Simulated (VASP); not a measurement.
OSZICAR of a VASP run on LiCl (space group Fm-3m):

OSZICAR:
```
       N       E                     dE             d eps       ncg     rms          rms(c)
DAV:   1     0.416716102775E+02    0.41672E+02   -0.43304E+03   522   0.103E+03
DAV:   2    -0.633918300778E+01   -0.48011E+02   -0.47108E+02   693   0.164E+02
DAV:   3    -0.812043222735E+01   -0.17812E+01   -0.17790E+01   652   0.372E+01
DAV:   4    -0.816555857828E+01   -0.45126E-01   -0.45056E-01   791   0.579E+00
DAV:   5    -0.816608767015E+01   -0.52909E-03   -0.52907E-03   715   0.559E-01    0.253E+00
DAV:   6    -0.810359046431E+01    0.62497E-01   -0.12667E-01   565   0.198E+00    0.176E+00
DAV:   7    -0.809636538390E+01    0.72251E-02   -0.38342E-02   792   0.116E+00    0.837E-01
DAV:   8    -0.809629978777E+01    0.65596E-04   -0.34696E-03   723   0.489E-01    0.115E-01
DAV:   9    -0.809627863501E+01    0.21153E-04   -0.19235E-04   667   0.105E-01    0.340E-02
DAV:  10    -0.809628558043E+01   -0.69454E-05   -0.10781E-05   661   0.296E-02    0.991E-03
DAV:  11    -0.809628538499E+01    0.19544E-06   -0.16635E-06   661   0.111E-02    0.254E-03
DAV:  12    -0.809628537643E+01    0.85669E-08   -0.12037E-07   769   0.282E-03    0.102E-03
DAV:  13    -0.809628537309E+01    0.33366E-08   -0.45063E-09   346   0.611E-04
   1 F= -.80962854E+01 E0= -.80962854E+01  d E =-.809629E+01
```

Problem. Which electronic solver shows in the log?

Solution. It is blocked Davidson (ALGO = Normal, or the opening steps of other solvers). The INCAR had ALGO = Normal.

Problem. Can the final energy be trusted as converged?

Solution. The run converged. It stopped with EDIFF = 1E-8, NELM = 100, NSW = 30 and EDIFFG = -0.001 after 1 ionic step (LDA (Ceperley-Alder, Perdew-Zunger), plane waves, VASP's LDA PAW potentials (set 64)).

The structure comes from a computed database's LiCl entry (Fm-3m); how it stands against other phases isn't given here. It was relaxed first, which changed the volume by -7 %. The start is the result of an earlier pass.
